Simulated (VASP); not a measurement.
OSZICAR of a VASP run on Ru (hcp):

File OSZICAR:
```
       N       E                     dE             d eps       ncg     rms          rms(c)
DAV:   1     0.279664140434E+03    0.27966E+03   -0.17600E+04  4868   0.168E+03
DAV:   2    -0.133788996709E+02   -0.29304E+03   -0.28731E+03  5182   0.489E+02
DAV:   3    -0.197394159432E+02   -0.63605E+01   -0.62104E+01  5082   0.775E+01
DAV:   4    -0.198081523056E+02   -0.68736E-01   -0.68547E-01  5932   0.697E+00
DAV:   5    -0.198092168469E+02   -0.10645E-02   -0.10645E-02  5266   0.795E-01    0.178E+01
DAV:   6    -0.185599101075E+02    0.12493E+01   -0.34208E+00  4912   0.193E+01    0.473E+00
DAV:   7    -0.184743997579E+02    0.85510E-01   -0.26388E-01  4992   0.488E+00    0.112E+00
DAV:   8    -0.184659087399E+02    0.84910E-02   -0.70763E-03  4988   0.992E-01    0.100E-01
DAV:   9    -0.184659978426E+02   -0.89103E-04   -0.45808E-04  6464   0.222E-01    0.487E-02
DAV:  10    -0.184660082746E+02   -0.10432E-04   -0.16277E-05  5184   0.425E-02    0.613E-03
DAV:  11    -0.184660108753E+02   -0.26007E-05   -0.11537E-06  3164   0.114E-02    0.325E-03
DAV:  12    -0.184660102788E+02    0.59648E-06   -0.12388E-07  2482   0.351E-03
   1 F= -.17620152E+02 E0= -.17619677E+02  d E =-.176202E+02
```

Problem. Which electronic solver shows in the log?

Solution. It is blocked Davidson (ALGO = Normal, or the opening steps of other solvers). The INCAR had ALGO = Normal.

Problem. Can the final energy be trusted as converged?

Solution. Self-consistency was reached. It stopped with EDIFF = 1E-6, NELM = 100, NSW = 40 and EDIFFG = -0.02 after 1 ionic step (PBE GGA, plane waves, VASP's PBE PAW potentials (set 64)).

The compound is Ru in the hcp structure. It was relaxed first under an external pressure of 5 GPa.
